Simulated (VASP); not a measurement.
Crystal: Y.

```
Y
1.0
     3.64740    0.00000    0.00000
    -1.82370    3.15874    0.00000
     0.00000    0.00000    5.73060
Y
2
Direct
  0.33333 0.66667 0.25000
  0.66667 0.33333 0.75000
```

```yaml
Program: VASP 6.6.1
Task: relaxation of cell and atoms
Functional: PBEsol
Potentials_or_basis: VASP PAW PBE potentials, release 64 (Y_sv)
Cutoff: 600 eV
k_mesh: 12 × 12 × 7
Occupations: methfessel-paxton, width 0.1 eV
Spin: no spin polarisation
```

At the start: pressure -2.1 GPa; volume 33.01 Å³/atom.

Where does the relaxation end?

Over 7 steps the energy falls by 12.3 meV/atom and the volume is 31.30 Å³/atom (-5.2 %); space group P6_3/mmc (No. 194, to 0.05 Å).

The path:
```csv
step,energy change (eV),largest force (eV/Å),pressure (GPa),volume (Å³)
1,0.0000,0.0000,-2.13,66.02
2,-0.0237,0.0000,0.38,61.92
3,-0.0245,0.0000,0.04,62.49
4,-0.0245,0.0000,-0.02,62.56
5,-0.0245,0.0000,-0.01,62.57
6,-0.0245,0.0000,-0.03,62.61
7,-0.0246,0.0000,-0.02,62.59
```

Final structure:
```
Y
1.0
     3.59440    0.00000    0.00000
    -1.79720    3.11284    0.00000
     0.00000    0.00000    5.59405
Y
2
Direct
  0.33333 0.66667 0.25000
  0.66667 0.33333 0.75000
```

Caveat: the PAW data sets were made with another functional, which shifts forces and pressure a little.
